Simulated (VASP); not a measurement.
Output of a VASP run:

File OUTCAR:
```
 ion  position               nearest neighbor table
   1  0.000  0.000  0.000-   2 2.07   2 2.07   2 2.07   2 2.07
   2  0.750  0.750  0.750-   1 2.07   1 2.07   1 2.07   1 2.07
  LATTYP: Found a face centered cubic cell.
 ALAT       =     4.7800000000
 Subroutine PRICEL returns:
 Original cell was already a primitive cell.
 Subroutine GETGRP returns: Found 24 space group operations
The static configuration has the point symmetry T_d .
The dynamic configuration has the point symmetry T_d .
 Subroutine INISYM returns: Found 24 space group operations
 Subroutine IBZKPT returns following result:
 Found     35 irreducible k-points:

 Following reciprocal coordinates:
            Coordinates               Weight
  0.000000  0.000000  0.000000      1.000000
  0.111111  0.000000  0.000000      8.000000
  0.222222  0.000000  0.000000      8.000000
  0.333333  0.000000  0.000000      8.000000
  0.444444  0.000000  0.000000      8.000000
  0.111111  0.111111  0.000000      6.000000
  0.222222  0.111111  0.000000     24.000000
  0.333333  0.111111  0.000000     24.000000
  0.444444  0.111111  0.000000     24.000000
 -0.444444  0.111111  0.000000     24.000000
 -0.333333  0.111111  0.000000     24.000000
 -0.222222  0.111111  0.000000     24.000000
 -0.111111  0.111111  0.000000     12.000000
  0.222222  0.222222  0.000000      6.000000
  0.333333  0.222222  0.000000     24.000000
  0.444444  0.222222  0.000000     24.000000
 -0.444444  0.222222  0.000000     24.000000
 -0.333333  0.222222  0.000000     24.000000
 -0.222222  0.222222  0.000000     12.000000
  0.333333  0.333333  0.000000      6.000000
  0.444444  0.333333  0.000000     24.000000
 -0.444444  0.333333  0.000000     24.000000
 -0.333333  0.333333  0.000000     12.000000
  0.444444  0.444444  0.000000      6.000000
 -0.444444  0.444444  0.000000     12.000000
  0.333333  0.222222  0.111111     24.000000
  0.444444  0.222222  0.111111     48.000000
 -0.444444  0.222222  0.111111     48.000000
  0.444444  0.333333  0.111111     24.000000
 -0.444444  0.333333  0.111111     48.000000
 -0.333333  0.333333  0.111111     48.000000
 -0.222222  0.333333  0.111111     24.000000
 -0.444444  0.444444  0.111111     24.000000
 -0.333333  0.444444  0.111111     24.000000
 -0.333333  0.444444  0.222222     24.000000
   k-points           NKPTS =     35   k-points in BZ     NKDIM =     35   number of bands    NBANDS=      8
   number of dos      NEDOS =    301   number of ions     NIONS =      2
   total plane-waves  NPLWV =  21952
   dimension x,y,z NGX =    28 NGY =   28 NGZ =   28
   dimension x,y,z NGXF=    56 NGYF=   56 NGZF=   56
   ions per type =               1   1
   PREC   = accura    normal or accurate (medium, high low for compatibility)
   ISTART =      0    job   : 0-new  1-cont  2-samecut
   ICHARG =      2    charge: 1-file 2-atom 10-const
   ISPIN  =      1    spin polarized calculation?
   LNONCOLLINEAR =      F non collinear calculations
   LSORBIT =      F    spin-orbit coupling
   INIWAV =      1    electr: 0-lowe 1-rand  2-diag
   ENCUT  =  530.0 eV  38.95 Ry    6.24 a.u.   6.34  6.34  6.34*2*pi/ulx,y,z
   NELM   =    100;   NELMIN=  2; NELMDL= -5     # of ELM steps
   EDIFF  = 0.1E-05   stopping-criterion for ELM
   LREAL  =      F    real-space projection
   NLSPLINE    = F    spline interpolate recip. space projectors
   LMAXMIX     =    4 max onsite mixed and CHGCAR
   VOSKOWN=      0    Vosko Wilk Nusair interpolation
   EDIFFG = -.1E-01   stopping-criterion for IOM
   NSW    =     60    number of steps for IOM
   NBLOCK =      1;   KBLOCK =     60    inner block; outer block
   IBRION =      2    ionic relax: 0-MD 1-quasi-New 2-CG
   NFREE  =      1    steps in history (QN), initial steepest desc. (CG)
   ISIF   =      3    stress and relaxation
   ISYM   =      2    0-nonsym 1-usesym 2-fastsym
   TEIN   =    0.0    initial temperature
   TEBEG  =    0.0;   TEEND  =   0.0 temperature during run
...
```

File OSZICAR:
```
       N       E                     dE             d eps       ncg     rms          rms(c)
DAV:   1     0.161719439021E+02    0.16172E+02   -0.39541E+03   560   0.906E+02
DAV:   2    -0.116756051998E+02   -0.27848E+02   -0.26998E+02   936   0.110E+02
DAV:   3    -0.120422301302E+02   -0.36662E+00   -0.36662E+00   568   0.178E+01
DAV:   4    -0.120428871906E+02   -0.65706E-03   -0.65706E-03   888   0.792E-01
DAV:   5    -0.120428873257E+02   -0.13515E-06   -0.13515E-06   576   0.753E-03    0.493E+00
DAV:   6    -0.114719535814E+02    0.57093E+00   -0.18354E+00   576   0.701E+00    0.244E+00
DAV:   7    -0.114133826767E+02    0.58571E-01   -0.20643E-01   776   0.275E+00    0.954E-01
DAV:   8    -0.114064782047E+02    0.69045E-02   -0.21569E-02   616   0.103E+00    0.117E-01
DAV:   9    -0.114068039961E+02   -0.32579E-03   -0.60551E-04   696   0.200E-01    0.663E-02
DAV:  10    -0.114069868076E+02   -0.18281E-03   -0.29241E-04   672   0.126E-01    0.163E-02
DAV:  11    -0.114069925566E+02   -0.57490E-05   -0.11633E-05   832   0.269E-02    0.138E-02
DAV:  12    -0.114069921560E+02    0.40062E-06   -0.24197E-06   576   0.110E-02
   1 F= -.11406992E+02 E0= -.11406992E+02  d E =-.114070E+02
       N       E                     dE             d eps       ncg     rms          rms(c)
DAV:   1    -0.114241095389E+02   -0.17117E-01   -0.43912E-01   656   0.497E+00    0.627E-01
DAV:   2    -0.114136784237E+02    0.10431E-01   -0.18293E-02   576   0.826E-01    0.307E-01
DAV:   3    -0.114104650833E+02    0.32133E-02   -0.67985E-03   632   0.463E-01    0.987E-02
DAV:   4    -0.114102032560E+02    0.26183E-03   -0.47449E-04   688   0.142E-01    0.552E-02
DAV:   5    -0.114101904344E+02    0.12822E-04   -0.29826E-05   672   0.365E-02    0.295E-02
DAV:   6    -0.114101906234E+02   -0.18893E-06   -0.25314E-06   608   0.110E-02
   2 F= -.11410191E+02 E0= -.11410191E+02  d E =-.319847E-02
       N       E                     dE             d eps       ncg     rms          rms(c)
DAV:   1    -0.114153718195E+02   -0.51814E-02   -0.75360E-02   648   0.209E+00    0.264E-01
DAV:   2    -0.114136217746E+02    0.17500E-02   -0.29786E-03   576   0.334E-01    0.128E-01
DAV:   3    -0.114130826475E+02    0.53913E-03   -0.11685E-03   640   0.192E-01    0.440E-02
DAV:   4    -0.114130444493E+02    0.38198E-04   -0.75331E-05   680   0.570E-02    0.245E-02
DAV:   5    -0.114130430820E+02    0.13673E-05   -0.52059E-06   648   0.154E-02    0.126E-02
DAV:   6    -0.114130429992E+02    0.82848E-07   -0.36986E-07   288   0.433E-03
   3 F= -.11413043E+02 E0= -.11413043E+02  d E =-.605084E-02
```

### OUTCAR
```
------------------------ aborting loop because EDIFF is reached ----------------------------------------
  FORCE on cell =-STRESS in cart. coord.  units (eV):
  Direction    XX          YY          ZZ          XY          YZ          ZX
  --------------------------------------------------------------------------------------
  Total        0.0011763      0.0011763      0.0011763      0.0000000      0.0000000     -0.0000000
  in kB        0.0674714      0.0674714      0.0674714      0.0000000      0.0000000     -0.0000000
  external PRESSURE =       0.0674714 kB  Pullay stress =       0.0000000 kB
  volume of cell :       27.93
      direct lattice vectors                 reciprocal lattice vectors
    -0.000000000  2.408206044  2.408206044    -0.207623430  0.207623430  0.207623430
     2.408206044 -0.000000000  2.408206044     0.207623430 -0.207623430  0.207623430
     2.408206044  2.408206044 -0.000000000     0.207623430  0.207623430 -0.207623430
  FREE ENERGIE OF THE ION-ELECTRON SYSTEM (eV)
  ---------------------------------------------------
  free  energy   TOTEN  =       -11.4130429992 eV

  energy  without entropy=      -11.4130429992  energy(sigma->0) =      -11.41304300

 reached required accuracy - stopping structural energy minimisation
```
(Selected blocks of OUTCAR.)

POSCAR:
```
BAs
1
    0.0000000000     2.3900000000     2.3900000000
    2.3900000000     0.0000000000     2.3900000000
    2.3900000000     2.3900000000     0.0000000000
B As
1 1
Direct
  0.0000000000   0.0000000000   0.0000000000
  0.7500000000   0.7500000000   0.7500000000
```

Reconstruct the remaining input files.

Several could match; the one computed here: the input of the run itself, PBE GGA, plane waves, VASP's PBE PAW potentials (set 64).

**INCAR**
```
SIGMA = 0.05
EDIFFG = -0.01
LMAXMIX = 4
NSW = 60   ! most ionic steps
LCHARG = F
IBRION = 2
ALGO = Normal
ISIF = 3   ! ions, shape and volume
EDIFF = 1E-6   ! SCF stop (eV)
LASPH = T   ! aspherical one-centre terms
LWAVE = F
NELM = 100   ! most electronic steps
LREAL = F
PREC = Accurate
ISMEAR = 0   ! Gaussian
GGA = PE   ! PBE
ENCUT = 530
SYSTEM = BAs
```

File KPOINTS:
```
Automatic mesh
0
Gamma
9 9 9
0 0 0
```

POTCAR, in this order: B As (PBE.64 set). Program: vasp_std.

Energy and stress use the plane-wave basis of the starting cell.

The compound is BAs in the zinc blende structure. This run relaxes it. Symmetry was kept, so distortions that lower it aren't found.
